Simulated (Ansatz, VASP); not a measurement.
# RbZnH3: VASP beside Ansatz, part 3 of 3

Aim: how closely do two programs agree when they are given the same cell, functional and k mesh? The cell is generated by rule, not measured, and may not be a known phase. The cell is taken from a series of runs on this material, whose earlier steps may have relaxed, scaled, displaced or heated it; both programs get it as it stands.

VASP 6.6.1 and Ansatz 0.2.0.

So far: Set-up; Ansatz: zone-centre phonons, PBEsol; VASP: zone-centre phonons, PBEsol.

**3. VASP: zone-centre phonons, PBEsol (continued)**

Level of this step: PBEsol; plane waves and PAW (Rb_sv, Zn, H); invented cell (VASP).

Numbers of over 12 decimals in the logs are rounded to 6 here.

OUTCAR, selected parts (step 3):

```text
ion  position               nearest neighbor table
   1  0.147  0.507  0.283-   6 2.78  10 2.81   6 2.83  10 2.84   8 2.96   7 3.05   7 3.12   9 3.13
                             3 3.50   4 3.67   4 3.73   3 3.76   4 3.93   4 3.98   3 3.99   2 4.21
   2  0.853  0.007  0.717-   9 2.78   8 2.81   9 2.83   8 2.84  10 2.96   5 3.05   5 3.12   6 3.13
                             4 3.50   3 3.67   3 3.73   4 3.76   3 3.93   3 3.98   4 3.99   1 4.21
   3  0.423  0.464  0.856-   8 1.61   9 1.61   7 1.68   5 1.74   4 2.97   4 2.97   1 3.50   2 3.67
                             2 3.73   1 3.76   2 3.93   2 3.98   1 3.99
   4  0.577  0.964  0.144-  10 1.61   6 1.61   5 1.68   7 1.74   3 2.97   3 2.97   2 3.50   1 3.67
                             1 3.73   2 3.76   1 3.93   1 3.98   2 3.99
   5  0.441  0.103  0.893-   4 1.68   3 1.74   2 3.05   2 3.12
   6  0.880  0.013  0.254-   4 1.61   1 2.78   1 2.83   2 3.13
   7  0.559  0.603  0.107-   3 1.68   4 1.74   1 3.05   1 3.12
   8  0.587  0.511  0.710-   3 1.61   2 2.81   2 2.84   1 2.96
   9  0.120  0.513  0.746-   3 1.61   2 2.78   2 2.83   1 3.13
  10  0.413  0.011  0.290-   4 1.61   1 2.81   1 2.84   2 2.96

  LATTYP: Found a simple monoclinic cell.
 ALAT       =     5.7144655848
 B/A-ratio  =     0.8381652032
 C/A-ratio  =     1.1615919966
 COS(beta)  =    -0.3950884051

 Subroutine GETGRP returns: Found  2 space group operations
 (whereof  1 operations were pure point group operations)

The static configuration has the point symmetry C_1 .
 The point group associated with its full space group is C_2 .

 Found     30 irreducible k-points:

   k-points           NKPTS =     30   k-points in BZ     NKDIM =     30   number of bands    NBANDS=     34

   dimension x,y,z NGX =    42 NGY =   36 NGZ =   48
   dimension x,y,z NGXF=    84 NGYF=   72 NGZF=   96

   ENCUT  =  500.0 eV  36.75 Ry    6.06 a.u.  10.42  8.73 12.10*2*pi/ulx,y,z

   NELECT =      48.0000    total number of electrons

 k-points in reciprocal lattice and weights: Automatic mesh
   0.00000000  0.00000000  0.00000000       0.016
   0.25000000  0.00000000  0.00000000       0.031
   0.50000000  0.00000000  0.00000000       0.016
   0.00000000  0.25000000  0.00000000       0.031
   0.25000000  0.25000000  0.00000000       0.062
   0.50000000  0.25000000  0.00000000       0.031
   0.00000000  0.50000000  0.00000000       0.016
   0.25000000  0.50000000  0.00000000       0.031
   0.50000000  0.50000000  0.00000000       0.016
[...]
0.25000000  0.50000000  0.50000000       0.031
   0.50000000  0.50000000  0.50000000       0.016

 average (electrostatic) potential at core
       1 -39.0971       2 -39.0971       3 -38.9110       4 -38.9110       5 -35.8293
       6 -34.9601       7 -35.8293       8 -34.9234       9 -34.9601      10 -34.9234

   2 f  =   49.357189 THz   310.120362 2PiTHz 1646.378593 cm-1   204.124838 meV
             X         Y         Z           dx          dy          dz
      0.097729  2.428338  1.726840    -0.000204   -0.001093   -0.000820
      2.994188  0.033505  4.371000    -0.000204    0.001093   -0.000820
      0.175166  2.220192  5.219029     0.002258    0.013258   -0.030609
      2.916751  4.615025  0.878811     0.002258   -0.013258   -0.030609
      0.177039  0.494693  5.445226    -0.008837    0.128608   -0.159806
      4.360240  0.063232  1.550461     0.417342    0.077228    0.164525
      2.914878  2.889526  0.652614    -0.008837   -0.128608   -0.159806
      1.493725  2.449700  4.331713    -0.424614   -0.080666    0.250425
     -1.268322  2.458065  4.547379     0.417342   -0.077228    0.164525
      1.598192  0.054867  1.766127    -0.424614    0.080666    0.250425

   3 f  =   47.879355 THz   300.834857 2PiTHz 1597.083358 cm-1   198.013011 meV
             X         Y         Z           dx          dy          dz
      0.097729  2.428338  1.726840    -0.002135   -0.000377   -0.000197
      2.994188  0.033505  4.371000     0.002135   -0.000377    0.000197
      0.175166  2.220192  5.219029     0.085795   -0.000122   -0.003622
      2.916751  4.615025  0.878811    -0.085795   -0.000122    0.003622
      0.177039  0.494693  5.445226    -0.008016   -0.011130    0.012478
      4.360240  0.063232  1.550461     0.455977    0.093349    0.240545
      2.914878  2.889526  0.652614     0.008016   -0.011130   -0.012478
      1.493725  2.449700  4.331713    -0.363027   -0.077779    0.282752
     -1.268322  2.458065  4.547379    -0.455977    0.093349   -0.240545
      1.598192  0.054867  1.766127     0.363027   -0.077779   -0.282752

   4 f  =   47.413316 THz   297.906653 2PiTHz 1581.538001 cm-1   196.085633 meV
             X         Y         Z           dx          dy          dz
      0.097729  2.428338  1.726840    -0.002794   -0.000306    0.000067
      2.994188  0.033505  4.371000    -0.002794    0.000306    0.000067
      0.175166  2.220192  5.219029    -0.089810    0.000737    0.006306
      2.916751  4.615025  0.878811    -0.089810   -0.000737    0.006306
      0.177039  0.494693  5.445226    -0.070976    0.008590   -0.003591
      4.360240  0.063232  1.550461     0.449768    0.096288    0.228454
      2.914878  2.889526  0.652614    -0.070976   -0.008590   -0.003591
      1.493725  2.449700  4.331713     0.373956    0.084095   -0.275848
     -1.268322  2.458065  4.547379     0.449768   -0.096288    0.228454
      1.598192  0.054867  1.766127     0.373956   -0.084095   -0.275848

   5 f  =   45.499492 THz   285.881741 2PiTHz 1517.699694 cm-1   188.170695 meV
             X         Y         Z           dx          dy          dz
      0.097729  2.428338  1.726840    -0.000070   -0.000404    0.000787
      2.994188  0.033505  4.371000     0.000070   -0.000404   -0.000787
      0.175166  2.220192  5.219029     0.001111    0.035214    0.030953
      2.916751  4.615025  0.878811    -0.001111    0.035214   -0.030953
      0.177039  0.494693  5.445226     0.040886   -0.409788    0.554604
      4.360240  0.063232  1.550461    -0.063822    0.062745   -0.057715
      2.914878  2.889526  0.652614    -0.040886   -0.409788   -0.554604
      1.493725  2.449700  4.331713    -0.040352    0.065351    0.058104
     -1.268322  2.458065  4.547379     0.063822    0.062745    0.057715
      1.598192  0.054867  1.766127     0.040352    0.065351   -0.058104

   6 f  =   44.339720 THz   278.594677 2PiTHz 1479.013855 cm-1   183.374265 meV
             X         Y         Z           dx          dy          dz
      0.097729  2.428338  1.726840    -0.000064    0.000618   -0.000260
      2.994188  0.033505  4.371000    -0.000064   -0.000618   -0.000260
      0.175166  2.220192  5.219029     0.004694   -0.006674    0.060932
      2.916751  4.615025  0.878811     0.004694    0.006674    0.060932
      0.177039  0.494693  5.445226    -0.032850    0.492428   -0.451378
      4.360240  0.063232  1.550461    -0.155566    0.024070   -0.010803
      2.914878  2.889526  0.652614    -0.032850   -0.492428   -0.451378
      1.493725  2.449700  4.331713     0.150440   -0.024320   -0.028154
     -1.268322  2.458065  4.547379    -0.155566   -0.024070   -0.010803
      1.598192  0.054867  1.766127     0.150440    0.024320   -0.028154

   7 f  =   30.931033 THz   194.345414 2PiTHz 1031.748211 cm-1   127.920417 meV
             X         Y         Z           dx          dy          dz
      0.097729  2.428338  1.726840     0.000259   -0.001808    0.001029
      2.994188  0.033505  4.371000     0.000259    0.001808    0.001029
      0.175166  2.220192  5.219029    -0.004953   -0.062582   -0.058526
      2.916751  4.615025  0.878811    -0.004953    0.062582   -0.058526
      0.177039  0.494693  5.445226     0.043992    0.476325    0.504171
      4.360240  0.063232  1.550461     0.017601    0.064656   -0.021270
      2.914878  2.889526  0.652614     0.043992   -0.476325    0.504171
      1.493725  2.449700  4.331713    -0.022928   -0.061528   -0.019131
     -1.268322  2.458065  4.547379     0.017601   -0.064656   -0.021270
      1.598192  0.054867  1.766127    -0.022928    0.061528   -0.019131

   8 f  =   25.383558 THz   159.489597 2PiTHz  846.704346 cm-1   104.977912 meV
             X         Y         Z           dx          dy          dz
      0.097729  2.428338  1.726840    -0.000843    0.002561    0.002493
      2.994188  0.033505  4.371000     0.000843    0.002561   -0.002493
      0.175166  2.220192  5.219029     0.003702   -0.052343    0.053159
      2.916751  4.615025  0.878811    -0.003702   -0.052343   -0.053159
      0.177039  0.494693  5.445226     0.036295    0.540102    0.405775
      4.360240  0.063232  1.550461     0.060655   -0.071347   -0.094730
      2.914878  2.889526  0.652614    -0.036295    0.540102   -0.405775
      1.493725  2.449700  4.331713     0.078022   -0.066333    0.092172
     -1.268322  2.458065  4.547379    -0.060655   -0.071347    0.094730
      1.598192  0.054867  1.766127    -0.078022   -0.066333   -0.092172

   9 f  =   21.211975 THz   133.278772 2PiTHz  707.555336 cm-1    87.725642 meV
             X         Y         Z           dx          dy          dz
      0.097729  2.428338  1.726840     0.000302    0.005805    0.000343
      2.994188  0.033505  4.371000    -0.000302    0.005805   -0.000343
      0.175166  2.220192  5.219029     0.003458    0.008251   -0.005843
      2.916751  4.615025  0.878811    -0.003458    0.008251    0.005843
      0.177039  0.494693  5.445226    -0.432364   -0.023037    0.023699
      4.360240  0.063232  1.550461     0.035057   -0.423023    0.072884
      2.914878  2.889526  0.652614     0.432364   -0.023037   -0.023699
      1.493725  2.449700  4.331713     0.033779    0.325501    0.138708
     -1.268322  2.458065  4.547379    -0.035057   -0.423023   -0.072884
      1.598192  0.054867  1.766127    -0.033779    0.325501   -0.138708
    [... 271 further lines ...]
     -1.268322  2.458065  4.547379    -0.000074    0.056667   -0.000389
      1.598192  0.054867  1.766127    -0.000065    0.056587    0.000387

 MACROSCOPIC STATIC DIELECTRIC TENSOR IONIC CONTRIBUTION
 ------------------------------------------------------
           3.139650     0.000000    -0.634576
           0.000000     2.878746    -0.000000
          -0.634576    -0.000000     7.639362
 ------------------------------------------------------

 ELASTIC MODULI CONTR FROM IONIC RELAXATION (kBar)
 Direction    XX          YY          ZZ          XY          YZ          ZX
 --------------------------------------------------------------------------------
 XX        -444.7456     50.2579   -117.3674      0.0000     -0.0000     10.5833
 YY          50.2579   -236.7042    -41.7089      0.0000      0.0000     -3.3042
 ZZ        -117.3674    -41.7089   -356.5453      0.0000     -0.0000    -12.9905
 XY           0.0000      0.0000      0.0000    -33.1722     -5.5510      0.0000
 YZ          -0.0000     -0.0000     -0.0000     -5.5510    -77.2697      0.0000
 ZX          10.5833     -3.3042    -12.9905      0.0000     -0.0000   -237.1125
 --------------------------------------------------------------------------------

 PIEZOELECTRIC TENSOR IONIC CONTR  for field in x, y, z        (C/m^2)
          XX          YY          ZZ          XY          YZ          ZX
  --------------------------------------------------------------------------------
  x    -0.00000    -0.00000    -0.00000     0.14168    -0.00104    -0.00000
  y     0.04214    -0.30316     0.02438     0.00000     0.00000    -0.01175
  z     0.00000     0.00000     0.00000    -0.18150     0.05857     0.00000
```

**4. Side by side**

Known differences besides the potentials themselves: fixed occupations in Ansatz, narrow Gaussian smearing in VASP; VASP's response is taken on the typed mesh, Ansatz refines its own for the field response alone; the cutoff is 420 eV in Ansatz and 500 eV in VASP; Ansatz makes its cores anew for this functional, VASP keeps those of its PBE data sets. Total energies have different zeros and are not compared.

Both answers:

| quantity | Ansatz | VASP | difference |
| --- | --- | --- | --- |
| ε∞ xx | 3.18 | 3.18 | +0.07 % |
| ε∞ yy | 3.58 | 3.71 | -3.41 % |
| ε∞ zz | 3.05 | 3.05 | +0.24 % |
| Born charge of Rb1 (mean of the diagonal) (e) | 1.14 | 1.15 | 0.00 |
| Born charge of Zn3 (mean of the diagonal) (e) | 0.96 | 0.98 | -0.02 |
| Born charge of H5 (mean of the diagonal) (e) | -0.69 | -0.71 | +0.02 |
| optical mode 1 (cm⁻¹) | 43.3 | 41.2 | +2.1 |
| optical mode 2 (cm⁻¹) | 62.8 | 61.5 | +2.09 % |
| optical mode 3 (cm⁻¹) | 64.7 | 64.9 | -0.25 % |
| optical mode 4 (cm⁻¹) | 67.8 | 67.4 | +0.65 % |
| optical mode 5 (cm⁻¹) | 84.7 | 83.6 | +1.35 % |
| optical mode 6 (cm⁻¹) | 90.5 | 90.4 | +0.11 % |
| optical mode 7 (cm⁻¹) | 105.1 | 104.3 | +0.73 % |
| optical mode 8 (cm⁻¹) | 122.2 | 121.8 | +0.32 % |
| optical mode 9 (cm⁻¹) | 125.9 | 125.3 | +0.48 % |
| optical mode 10 (cm⁻¹) | 183.8 | 175.8 | +4.59 % |
| optical mode 11 (cm⁻¹) | 314.6 | 311.4 | +1.05 % |
| optical mode 12 (cm⁻¹) | 437.5 | 436.9 | +0.13 % |
| optical mode 13 (cm⁻¹) | 562.1 | 562.0 | +0.01 % |
| optical mode 14 (cm⁻¹) | 571.6 | 573.9 | -0.40 % |
| optical mode 15 (cm⁻¹) | 606.2 | 607.9 | -0.27 % |
| optical mode 16 (cm⁻¹) | 633.3 | 636.0 | -0.43 % |
| optical mode 17 (cm⁻¹) | 635.6 | 637.9 | -0.36 % |
| optical mode 18 (cm⁻¹) | 673.7 | 675.8 | -0.30 % |
| optical mode 19 (cm⁻¹) | 704.5 | 707.6 | -0.44 % |
| optical mode 20 (cm⁻¹) | 840.5 | 846.7 | -0.73 % |

Modes are paired by rising frequency, not by their patterns, so a pair may set unlike modes beside each other; they are those without the splitting of longitudinal modes.

**5. Summary of results**

```
r.m.s. difference of the optical zone-centre modes, each program's sorted by frequency (zone-centre phonons, PBEsol) : 6.7 cm⁻¹
difference in optical mode 10 (zone-centre phonons, PBEsol)                                                          : +4.6 %
```

What this shows: The r.m.s. difference of the optical zone-centre modes, each program's sorted by frequency is 6.7 cm⁻¹ (zone-centre phonons, PBEsol). Among the rows given in per cent, the largest difference of the zone-centre phonons, PBEsol pair is in optical mode 10, +4.6 %. Such differences can come from data sets, numerical settings and the points named under the comparisons, not from the functional's error against experiment.

[Lines on the potential files, build, host, timing and source positions are cut from VASP's logs without a mark.]

[Logs are printed without paths, hosts, clocks, repeated set-up lines and the standing remarks that a program may print on its own settings, such as how far it seeks lower states.]

[Hosts, paths, dates, database ids (printed as entryN), source tags and the programs' standing remarks are cut or masked in the printed files.]
